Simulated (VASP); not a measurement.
An input for Ansatz (written as the equivalent of a VASP run, and not itself run):

Ansatz 0.2 input:
```yaml
crystal:
  lattice:
    - [4.7000000, 0.0000000, 0.0000000]
    - [0.0000000, 4.7000000, 0.0000000]
    - [0.0000000, 0.0000000, 4.7000000]
  atoms:
    - { symbol: Si, position: [0.1585640, 0.3321640, 0.6550740] }
    - { symbol: Si, position: [0.6608270, 0.1596980, 0.3389020] }
    - { symbol: Si, position: [0.8477150, 0.8412520, 0.8329550] }
    - { symbol: Si, position: [0.3380430, 0.6645870, 0.1716200] }
    - { symbol: Ru, position: [0.8736190, 0.6233590, 0.3725680] }
    - { symbol: Ru, position: [0.3644030, 0.8749130, 0.6256570] }
    - { symbol: Ru, position: [0.1319590, 0.1244130, 0.1313790] }
    - { symbol: Ru, position: [0.6248710, 0.3796160, 0.8718440] }
kpoints:
  mp_grid: { grid: [4, 4, 4] }
hamiltonian:
  xc: rpbe
  pseudopotentials: { kind: paw }
scf:
  occupations: { method: fermi_dirac, width: 0.02 }
  max_iter: 100
output: { forces: true, stress: true, eigenvalues: true }
```

Question: Write the VASP files for the same calculation (RPBE).

Answer: This is not unique; one that fits is 
### INCAR
```
! general
SYSTEM  = RuSi
PREC    = Accurate
ENCUT   = 300   ! plane-wave cut-off (eV)
LREAL   = F   ! projection in real space or not
LASPH   = T   ! aspherical one-centre terms

! electronic loop
EDIFF   = 1E-6
NELM    = 100
ALGO    = Normal   ! blocked Davidson
LMAXMIX = 4   ! l cut-off of mixed one-centre charges

! smearing
ISMEAR  = -1   ! Fermi-Dirac
SIGMA   = 0.02   ! width (eV)

! functional
GGA     = RP   ! RPBE

! ions
ISIF    = 2   ! forces and stress, cell fixed

! output
LWAVE   = F
LCHARG  = F
```

**POSCAR**
```
RuSi
1
    4.7000000000     0.0000000000     0.0000000000
    0.0000000000     4.7000000000     0.0000000000
    0.0000000000     0.0000000000     4.7000000000
Si Ru
4 4
Direct
  0.1585640000   0.3321640000   0.6550740000
  0.6608270000   0.1596980000   0.3389020000
  0.8477150000   0.8412520000   0.8329550000
  0.3380430000   0.6645870000   0.1716200000
  0.8736190000   0.6233590000   0.3725680000
  0.3644030000   0.8749130000   0.6256570000
  0.1319590000   0.1244130000   0.1313790000
  0.6248710000   0.3796160000   0.8718440000
```

KPOINTS:
```
Automatic mesh
0
Gamma
4 4 4
0 0 0
```

POTCAR, in this order: Si Ru_pv (PBE.64 set). Program: vasp_std.

The two are equivalent in intent, not identical: each code has its own PAW files, so the cut-off isn't converted (ENCUT is set for VASP's; basis.ecutwfc is left out, and Ansatz then takes the one that its files recommend); Ansatz stops its SCF on the density residual and VASP on the energy change (EDIFF).

The structure is a typed RuSi crystal. The cell was not relaxed at this level, atoms are displaced from their ideal sites. The run is one of a series of settings (GGA = RP against the base run), some of them coarse on purpose.
